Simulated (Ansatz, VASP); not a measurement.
**Re (Re strained to the junction's net) in two plane-wave programs**

Wanted: the spread between two codes on one cell, functional and k mesh. The structure shown is the end of the Ansatz relaxation below.

Main program and level: Ansatz 0.2.0; plane waves, with VASP 6.6.1 beside it; single point at PBE.

## Step 1: Starting point

It takes space group P6_3/mmc (No. 194, hexagonal). Conventional cell: a = 2.770 Å, b = 2.770 Å, c = 4.487 Å, α = 90.00°, β = 90.00°, γ = 120.00°. Nearest to Re lie 12 Re at 2.76 to 2.77 Å.

## Step 2: Ansatz: relaxation, PBE

Ansatz runs on its default PAW (the set named soft_2) files.

This run makes the geometry at which the two programs are then compared.

The input, input.yaml:

```yaml
crystal:
  lattice:
    - [2.77, 0.0, 0.0]
    - [-1.385, 2.3988903685, 0.0]
    - [0.0, 0.0, 4.48]
  atoms:
    - { symbol: Re, position: [0.0, 0.0, 0.0] }
    - { symbol: Re, position: [0.3333333333, 0.6666666667, 0.5] }
kpoints:
  mp_grid: { grid: [18, 18, 7] }
scf:
  occupations: { method: fermi_dirac, width: 0.1 }
  max_iter: 150
hamiltonian:
  xc: pbe
relax:
  f_tol: 0.01
  max_steps: 40
  cell: { fix: [a, b, angles] }
```

Command:

```sh
$ ansatz run input.yaml --threads 4 --pin off --max-ram 16384MiB --backend cpu --events-out ev --progress --plain --runs-dir out
```

Numbers of over 12 decimals in the logs are rounded to 6 here.

What it wrote:

```text
Engine: ansatz 0.2.0, aarch64-unknown-linux-gnu
Pseudopotentials: kind: paw
Pseudopotential: Re, paw, valence charge 15, recommended cutoff 420 eV (normal), Re.paw.azcp
Functional definition: PBE
  parameter kappa = 0.804
  parameter beta = 0.066725
  exchange = pbe_x(kappa = kappa, mu = beta*pi^2/3)
  correlation = pbe_c(beta = beta)
Crystal: 2 atoms, lattice volume = 29.769 Å³
Basis set: ecut = 420 eV, 579 PW (Γ), exchange–correlation on 40×40×60 points (8 copies of the dense FFT grid, shifted against one another)
Bands: 19, of which v1, the nominal top of the filled ones, is band 15 counted from 1 (14 counted from 0)
Symmetry: 24 space group operations
Space group: P63/mmc (ITA 194), of the structure as read, at distance tolerance 3.1e-5 Å
k-points: 148 of 2268
Non-local potential: Re, projectors of the file, l = 0: 3, l = 1: 2, l = 2: 2, l = 3: 1
PAW form: soft (Blöchl's): semilocal exchange-correlation on the pseudo side does not see the compensation charge
PAW one-centre angular grid: Re, 590 points (default); XC on 64 Gauss nodes
Initial density: superposition of atomic densities (neutral atoms: chi_scale 0, normalization atom), corrected by the library's trained network
Initial wavefunctions: pseudopotential atomic-orbital guess
Functional: x = pbe(κ = 0.804, μ = 0.219515), c = pbe(β = 0.066725)
SCF iter   1: F=—  HF=-21736.176800 eV  |F-HF|=—  |Δ(HF+E_count)|=         —  Δρ=7.70e-3  dr2=5.97e-3  ethr=1.77e-3  ⟨swp⟩=5.1  Hψ=12455  notcnv=0
preconditioner: auto → none  [metal: Δε(μ)=0.006 eV  Ē_g=6.017 eV  σ=0.100 eV  W_gap=0.02  n_scr=8 (ndim 8)  ℏωp=25.5 eV  f_vac=0.000  D(μ)=1.56/eV (n_scr^D=22)  sad-step TF]
SCF iter   2: F=—  HF=-21736.179472 eV  |F-HF|=—  |Δ(HF+E_count)|=   2.67e-3  Δρ=4.61e-3  dr2=2.25e-3  ethr=1.99e-5  ⟨swp⟩=1.5  Hψ=4338  notcnv=0
SCF iter   3: F=—  HF=-21736.180614 eV  |F-HF|=—  |Δ(HF+E_count)|=   1.14e-3  Δρ=2.43e-4  dr2=5.83e-6  ethr=7.51e-6  ⟨swp⟩=2.3  Hψ=3749  notcnv=0
SCF iter   4: F=—  HF=-21736.180648 eV  |F-HF|=—  |Δ(HF+E_count)|=   3.36e-5  Δρ=5.53e-5  dr2=4.75e-7  ethr=1.94e-8  ⟨swp⟩=2.0  Hψ=4720  notcnv=0
iter 5 did not close the SCF: its close was put off for the readings that it lacked (scf_convergence_deferred on its scf_iter line)
SCF iter   5: F=-21736.180648 eV  HF=-21736.180648 eV  |F-HF|=4.71e-9  |Δ(HF+E_count)|=   5.63e-8  Δρ=1.04e-5  dr2=1.74e-8  ethr=1.58e-9  ⟨swp⟩=3.0  Hψ=5244  notcnv=0
SCF iter   6: F=-21736.180648 eV  HF=-21736.180648 eV  |F-HF|=4.37e-11  |Δ(HF+E_count)|=  8.73e-10  Δρ=2.99e-6  dr2=7.65e-10  ethr=5.79e-11  ⟨swp⟩=2.0  Hψ=9247  notcnv=0
SCF 1 converged in 6 iterations: F = -21736.180648 eV  dr2 = 7.65e-10
  greatest PAW one-centre occupation: 1.000 electrons in one spin orbital (limit 2), on the Re atom at site 1 (counted from 0), in its partial waves of l = 0
relax step   1: F+E_penalty+E_count = -21736.18064752 eV  Δ(F+E_penalty+E_count) = +0.000e0 eV  max|allowed force component| = 7.401e-17 eV/Å  Δτ_max = 0.0000 Å  P = +1.750 GPa  Ω = 29.769 Å³  fix = [a, b, alpha, beta, gamma]  reactions: a +2.103, b +2.103 GPa  (6 SCF iters, dr2 threshold 1.00e-7 eV, accepted)
[...]
relax step   2: F+E_penalty+E_count = -21736.18016723 eV  Δ(F+E_penalty+E_count) = +4.803e-4 eV  max|allowed force component| = 8.558e-17 eV/Å  Δτ_max = 0.0000 Å  P = +0.141 GPa  Ω = 29.900 Å³  energy of the carried Pulay correction = -1.372e-4 eV  fix = [a, b, alpha, beta, gamma]  (6 SCF iters, dr2 threshold 2.00e-7 eV, rejected (line search))
[...]
relax step   3: F+E_penalty+E_count = -21736.18074929 eV  Δ(F+E_penalty+E_count) = -1.018e-4 eV  max|allowed force component| = 1.295e-16 eV/Å  Δτ_max = 0.0000 Å  P = +1.168 GPa  Ω = 29.816 Å³  energy of the carried Pulay correction = -4.921e-5 eV  fix = [a, b, alpha, beta, gamma]  reactions: a +1.757, b +1.757 GPa  (6 SCF iters, accepted)
[...]
relax step   4: F+E_penalty+E_count = -21736.18080220 eV  Δ(F+E_penalty+E_count) = -5.291e-5 eV  max|allowed force component| = 1.110e-16 eV/Å  Δτ_max = 0.0000 Å  P = +1.168 GPa  Ω = 29.816 Å³  fix = [a, b, alpha, beta, gamma]  reactions: a +1.756, b +1.756 GPa  stress off target by 9.14e-3 GPa on what of the cell is left free  SCF on the basis re-selected at this cell (its energy is not comparable with the rows above)  (8 SCF iters)
basis re-selected at this cell: Δ(F+E_penalty+E_count) = -5.291e-5 eV, ΔP = -0.000 GPa vs the last step (what re-selecting the basis moved, of the pressure what is left beyond the Pulay correction that the steps carried, after the strain that the cell walked since its last selection, with what the two solves' SCF thresholds leave and, on support functions, any second-order correction that the steps lacked; it is no m [...]
SCF converged after 8 iterations
Free energy (F): -21736.180802 eV
Harris-Foulkes:  -21736.180802 eV  (|F-HF|=2.18e-11)
Internal energy: -21736.128209 eV  (E = F + TS)
E sigma→0 (E₀):  -21736.154505 eV
Entropy (-TS):   -0.052594 eV (-26.297 meV/atom)
Fermi energy:    23.631231 eV
--- Per-component energies (eV) ---
  E_band       = -153.310869
  E_kinetic    = 1081.512001
  E_local      = -1536.676083  (includes V_loc(G=0)·N_el)
  E_nonlocal   = 96.840931
  E_hartree    = 549.900726
  E_xc         = -807.844314
  E_vxc        = -608.014526  (∫ρ·V_xc dr)
  E_paw        = -17317.871474  (= ΣΔE_a)
  E_vpaw       = -286.774493  (= ΣTr[D̂ρ^β])
  E_aug_tail   = -0.000152  (compensation charges beyond the density's cutoff)
  E_ewald      = -3801.989844
  E_smearing   = -0.052594  (= −TS)
  E_closure    = 0.000000  (closes the sum)
  Σ components = -21736.180802   (vs F -21736.180802, Δ=0.00e0)
--- Forces (eV/Å), atoms counted from 1 ---
  atom   1  Re    -0.00000000     0.00000000     0.00000000
  atom   2  Re    -0.00000000    -0.00000000     0.00000000
  max |Σ_I F_I| component: 1.85e-17 eV/Å
--- Stress (GPa, compression-positive) ---
        1.756074       0.000000       0.000000
       -0.000000       1.756074       0.000000
        0.000000       0.000000      -0.009140
  P = ⅓ Tr σ = 1.1677 GPa (11.677 kbar)
--- Relaxed structure (3 steps of the walk, 2 accepted, 1 SCFs on fresh bases) ---
  F+E_penalty+E_count = -21736.18080220 eV   max|allowed force component| = 1.110e-16 eV/Å   (the final SCF, on the basis selected at the relaxed cell)
  cell:  # Å, volume = 29.8161 Å³
    - [2.770000, 0, 0.0]
    - [-1.385000, 2.398890, 0.0]
    - [0.0, 0.0, 4.487046]
  atoms:
    - { symbol: Re, position: [9.251858539620023e-18, -5.08852219630634e-17, 0.0] }
    - { symbol: Re, position: [0.333333, 0.666667, 0.500000] }
```

In the SCF lines HF is the Harris–Foulkes energy and dr2 the Hartree energy of the density residual, in eV; the loop may stop once dr2 is under the threshold and the program's other checks hold. Hψ counts applications of the Hamiltonian.

## Step 3: VASP: single point, PBE

The same cell, functional, mesh and smearing now go to VASP, with its own data sets.

Lines of VASP's logs that name or quote its potential files are left out, and so is its time.

The input, INCAR:

```
SYSTEM = Re
PREC = Accurate
ENCUT = 600
EDIFF = 1E-06
NELM = 120
ISMEAR = -1
SIGMA = 0.1
LREAL = .FALSE.
ALGO = Normal
GGA = PE
NBANDS = 13
LASPH = .TRUE.
LORBIT = 11
LWAVE = .FALSE.
LCHARG = .FALSE.
ISIF = 2
GGA_COMPAT = .FALSE.
```

The input, POSCAR:

```
Re
1.0
    2.7700000000      0.0000000000      0.0000000000
   -1.3850000000      2.3988903685      0.0000000000
    0.0000000000      0.0000000000      4.4870464584
Re
2
Direct
    0.0000000000      0.0000000000      0.0000000000
    0.3333333333      0.6666666667      0.5000000000
```

The input, KPOINTS:

```
Automatic mesh
0
Gamma
18 18 7
0 0 0
```

PAW data sets: Re (PBE family, release 64).

Command:

```sh
$ mpirun -np 1 vasp_std
```

What it wrote:

```text
[banner, memory and clock lines left out]
running    1 mpi-ranks, on    1 nodes
 distrk:  each k-point on    1 cores,    1 groups
 distr:  one band on    1 cores,    1 groups

 POSCAR found type information on POSCAR Re
 POSCAR found :  1 types and       2 ions
 LDA part: xc-table for (Slater+PW92), standard interpolation
 POSCAR, INCAR and KPOINTS ok, starting setup
 FFT: planning ... GRIDC
 FFT: planning ... GRID_SOFT
 FFT: planning ... GRID
 WAVECAR not read
 entering main loop
       N       E                     dE             d eps       ncg     rms          rms(c)
DAV:   1     0.350012446481E+02    0.35001E+02   -0.74678E+03  7356   0.145E+03
DAV:   2    -0.235264847250E+02   -0.58528E+02   -0.50073E+02  6461   0.326E+02
DAV:   3    -0.262506941173E+02   -0.27242E+01   -0.24407E+01  6718   0.916E+01
DAV:   4    -0.263013477742E+02   -0.50654E-01   -0.49000E-01  6253   0.727E+00
DAV:   5    -0.263020926200E+02   -0.74485E-03   -0.74457E-03  6471   0.116E+00    0.416E+01
DAV:   6    -0.252451040095E+02    0.10570E+01   -0.90764E-01  6661   0.281E+01    0.167E+01
DAV:   7    -0.248948086246E+02    0.35030E+00   -0.60834E-01  6807   0.223E+01    0.694E-01
DAV:   8    -0.248820293074E+02    0.12779E-01   -0.89509E-03  7083   0.113E+00    0.212E-01
DAV:   9    -0.248811939681E+02    0.83534E-03   -0.52128E-04  7326   0.290E-01    0.376E-02
DAV:  10    -0.248812124088E+02   -0.18441E-04   -0.38466E-05  6246   0.458E-02    0.108E-02
DAV:  11    -0.248812139633E+02   -0.15545E-05   -0.21026E-07  3856   0.234E-02    0.316E-03
DAV:  12    -0.248812133808E+02    0.58248E-06   -0.19921E-07  3362   0.107E-02
   1 F= -.24881213E+02 E0= -.24855003E+02  d E =-.524215E-01
```

From OUTCAR (step 3):

```text
ion  position               nearest neighbor table
   1  0.000  0.000  0.000-   2 2.76   2 2.76   2 2.76   2 2.76   2 2.76   2 2.76
   2  0.333  0.667  0.500-   1 2.76   1 2.76   1 2.76   1 2.76   1 2.76   1 2.76

  LATTYP: Found a hexagonal cell.
 ALAT       =     2.7700000000
 C/A-ratio  =     1.6198723677

 Subroutine GETGRP returns: Found 24 space group operations
 (whereof 12 operations were pure point group operations)

The static configuration has the point symmetry D_3h.
 The point group associated with its full space group is D_6h.

 Found    148 irreducible k-points:

   k-points           NKPTS =    148   k-points in BZ     NKDIM =    148   number of bands    NBANDS=     13

   dimension x,y,z NGX =    24 NGY =   24 NGZ =   36
   dimension x,y,z NGXF=    48 NGYF=   48 NGZF=   72

   ENCUT  =  600.0 eV  44.10 Ry    6.64 a.u.   5.53  5.53  8.96*2*pi/ulx,y,z

   NELECT =      14.0000    total number of electrons

 k-points in reciprocal lattice and weights: Automatic mesh
   0.00000000  0.00000000  0.00000000       0.000
   0.05555556  0.00000000  0.00000000       0.003
   0.11111111  0.00000000  0.00000000       0.003
   0.16666667  0.00000000  0.00000000       0.003
   0.22222222  0.00000000  0.00000000       0.003
   0.27777778  0.00000000  0.00000000       0.003
   0.33333333  0.00000000  0.00000000       0.003
   0.38888889  0.00000000  0.00000000       0.003
   0.44444444  0.00000000  0.00000000       0.003
[...]
0.33333333  0.27777778  0.42857143       0.011
   0.33333333  0.33333333  0.42857143       0.002

 average (electrostatic) potential at core
       1 -39.3148       2 -39.3148

 E-fermi :   7.7307

 k-point     1 :       0.0000    0.0000    0.0000
  band No.  band energies     occupation
    ...
      3       6.1434      2.00000
      4       6.1850      2.00000
      5       6.1850      2.00000
      6       6.9952      1.99872
      7       6.9952      1.99872
      8       7.9417      0.21635
      9       7.9417      0.21635
     10       8.2818      0.00806
     11      11.0316      0.00000
     12      11.0316      0.00000
    ...

 k-point     2 :       0.0556    0.0000    0.0000
  band No.  band energies     occupation
    ...
      4       6.2994      2.00000
      5       6.4744      1.99999
      6       6.9045      1.99948
      7       7.1033      1.99624
      8       7.6616      1.33247
      9       7.8443      0.48604
     10       7.9964      0.13111
     11      11.0967      0.00000
     12      11.6028      0.00000
     13      17.5257      0.00000

 k-point     3 :       0.1111    0.0000    0.0000
  band No.  band energies     occupation
    ...
      6       6.7424      1.99990
      7       6.8748      1.99962
      8       7.4229      1.91196
      9       7.5885      1.61129
     10       7.7784      0.76588
     11      11.2589      0.00000
     12      12.7697      0.00000
     13      17.4773      0.00000

  Total        0.2615276      0.2615276     -0.0950522     -0.0000000      0.0000000      0.0000000
  in kB       14.0532680     14.0532680     -5.1076624     -0.0000000      0.0000000      0.0000000
  external PRESSURE =       7.6662912 kB  Pullay stress =       0.0000000 kB

  energy-cutoff  :      600.00
  volume of cell :       29.82
      direct lattice vectors                 reciprocal lattice vectors
     2.770000000  0.000000000  0.000000000     0.361010830  0.208429700  0.000000000
    -1.385000000  2.398890369  0.000000000     0.000000000  0.416859400  0.000000000
     0.000000000  0.000000000  4.487046458     0.000000000  0.000000000  0.222863750

 POSITION                                       TOTAL-FORCE (eV/Angst)
 -----------------------------------------------------------------------------------
      0.00000      0.00000      0.00000        -0.000000      0.000000      0.000000
     -0.00000      1.59926      2.24352         0.000000     -0.000000      0.000000
 -----------------------------------------------------------------------------------
    total drift:                                0.000000     -0.000000     -0.000000

  FREE ENERGIE OF THE ION-ELECTRON SYSTEM (eV)
  ---------------------------------------------------
  free  energy   TOTEN  =       -24.8812133808 eV

  energy  without entropy=      -24.8287918666  energy(sigma->0) =      -24.85500262

 total charge
# of ion       s       p       d       tot
------------------------------------------
    1        0.620   0.664   4.820   6.104
    2        0.620   0.664   4.820   6.104
--------------------------------------------------
tot          1.240   1.329   9.639  12.208

[... 3 further parts left out ...]
```

The data set Re keeps the semicore shell frozen, which is cheaper and a little less accurate.

## Step 4: Side by side

Known differences besides the potentials themselves: the data sets hold 30 valence electrons in Ansatz (on its default PAW (the set named soft_2) files) and 14 in VASP; the cutoff is 420 eV in Ansatz and 600 eV in VASP; Ansatz's pressure holds a Pulay correction, VASP's none. Total energies have different zeros and are not compared.

Compared:

```csv
quantity,Ansatz,VASP,difference
pressure (GPa),1.17,0.77,+0.40
```

## Step 5: Outcome

| Quantity | Value |
| --- | --- |
| difference in pressure (single point, PBE) | 0.40 GPa |

**Reading.** The difference in pressure is 0.40 GPa (single point, PBE), within the 1 GPa picked in this series as the mark of a large difference. The data sets hold unlike numbers of valence electrons (30 in Ansatz and 14 in VASP), so part of the differences comes from the potentials. Such differences can come from data sets, numerical settings and the points named under the comparisons, not from the functional's error against experiment.

[Lines on the potential files, build, host, timing and source positions are cut from VASP's logs without a mark.]

[Logs are printed without paths, hosts, clocks, repeated set-up lines and the standing remarks that a program may print on its own settings, such as how far it seeks lower states.]

[Hosts, paths, dates, database ids (printed as entryN), source tags and the programs' standing remarks are cut or masked in the printed files.]
